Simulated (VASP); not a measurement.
Here is the system:

```
ZrB
1.0
    3.36700     0.00000     0.00000
    0.00000     3.36700     0.00000
    0.00000     0.00000     3.36700
Zr B
1 1
Cartesian
  0.00000   0.00000   0.00000
  1.68350   1.68350   1.68350
```

All values below come from PBEsol GGA, VASP's PBE PAW potentials (set 64) (plane waves; VASP). Numerical set-up: 520 eV cut-off, 10×10×10 Γ-centred mesh, first-order Methfessel-Paxton smearing of 0.10 eV, potentials Zr_sv B.

Energy and stress use the plane-wave basis of the starting cell.

Question: The ions, cell shape and volume are relaxed. What does this cell relax into?

Answer: 
```
ZrB
1.0
    3.00041     0.00000     0.00000
    0.00000     3.00041     0.00000
    0.00000     0.00000     3.00041
Zr B
1 1
Direct
  0.00000   0.00000   0.00000
  0.50000   0.50000   0.50000
```
Space group Pm-3m (221), at a tolerance of 0.03 Å.

Question: How do energy and volume change from the first to the last step?

Answer: The energy (σ→0) changes by -671.1 meV/atom and the volume by -29.2 %, in 6 ionic steps.

The structure was generated: ZrB was put into the CsCl type type (Pm-3m), which need not be its known phase. This run relaxes it. Symmetry was kept, so distortions that lower it aren't found. The electron count is odd and the run is not spin-polarised, which forces a metal.
